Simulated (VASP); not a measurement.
Here is the system:

```
CELL_PARAMETERS angstrom
      4.20901     0.00000     0.00000
      0.00000     4.20901     0.00000
      0.00000     0.00000     4.20901
ATOMIC_POSITIONS crystal
  Cs 0.00000 0.00000 0.00000
  Cl 0.50000 0.50000 0.50000
```

Level of theory: PBE GGA, VASP's PBE PAW potentials (set 64) (plane waves; VASP). Numerical set-up: 480 eV cut-off, 6×6×6 Γ-centred mesh, Gaussian smearing of 0.050 eV, potentials Cs_sv Cl.

Energy and stress use the plane-wave basis of the starting cell.

**Question.** The ions, cell shape and volume at an external pressure of 20.0 GPa are relaxed. Predict the relaxed structure.

**Answer.** 
```
CELL_PARAMETERS angstrom
      3.62851     0.00000     0.00000
      0.00000     3.62851     0.00000
      0.00000     0.00000     3.62851
ATOMIC_POSITIONS crystal
  Cs 0.00000 0.00000 0.00000
  Cl 0.50000 0.50000 0.50000
```
Space group Pm-3m (221), at a tolerance of 0.03 Å.

**Question.** How do energy and volume change from the first to the last step?

**Answer.** The energy (σ→0) changes by +534.4 meV/atom and the volume by -35.9 %, in 7 ionic steps.

The compound is CsCl in the CsCl type structure. This run relaxes it under an external pressure of 20 GPa. Symmetry was kept, so distortions that lower it aren't found.
